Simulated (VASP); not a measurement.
Consider the following.

```xyz
3
Lattice="2.1607 -3.7424 0.0000 2.1607 3.7424 0.0000 0.0000 0.0000 5.0212" Properties=species:S:1:pos:R:3 pbc="T T T"
Se     0.4913     0.8510     3.3475
Se     3.3387     0.0000     0.0000
Se     0.4913    -0.8510     1.6737
```

Computed with TPSS meta-GGA, VASP's PBE PAW potentials (set 64) (plane waves; VASP). Numerical set-up: 520 eV cut-off, 6×6×5 Γ-centred mesh, Gaussian smearing of 0.050 eV, potentials Se.

Without a dispersion term in the relaxation, distances and binding between the weakly bound layers, chains or molecules are unreliable, and so is what depends on them.

### Question
The ions and cell shape at fixed volume are relaxed. Give the cell that the relaxation ends in.

### Answer

```xyz
3
Lattice="2.1462 -3.7174 0.0000 2.1462 3.7174 0.0000 0.0000 0.0000 5.0891" Properties=species:S:1:pos:R:3 pbc="T T T"
Se     2.6435    -2.8561     3.3927
Se     3.2979     0.0000     0.0000
Se     2.6435     2.8561     1.6964
```
Space group P3_121 (152), at a tolerance of 0.03 Å.

### Question
How much energy does the relaxation gain?

### Answer
The energy (σ→0) changes by -3.7 meV/atom, in 6 ionic steps.

The compound is Se in the trig structure. This cell is one point of a volume scan, at 0.97 of the reference volume. Symmetry was kept, so distortions that lower it aren't found.
